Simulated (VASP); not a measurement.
```
VN
1.0
    0.00000     2.05056     2.05056
    2.05056     0.00000     2.05056
    2.05056     2.05056     0.00000
V N
1 1
Direct
  0.00000   0.00000   0.00000
  0.50000   0.50000   0.50000
```

All values below come from rev-vdW-DF2, VASP's PBE PAW potentials (set 64) (plane waves; VASP 6.6.1). Run with 520 eV cut-off, 14×14×14 Γ-centred mesh, first-order Methfessel-Paxton smearing of 0.10 eV, potentials V_sv N.

Task: What does the run give for the energy per atom (σ→0), band gap (on the k-mesh) with the smallest direct gap where there is one?

Result: 
The band gap (on the k-mesh) is none (metal, semimetal or under 0.01 eV). The energy per atom (σ→0) is -7.863 eV/atom.

Only differences to runs with the same potentials and settings are physical.

The compound is VN in the rock salt structure, which distorts at low temperature. It was relaxed first. The start is the result of an earlier pass. The run is not spin-polarised, so no magnetic state was tried. VASP warned that the highest band is occupied, so more bands are needed.
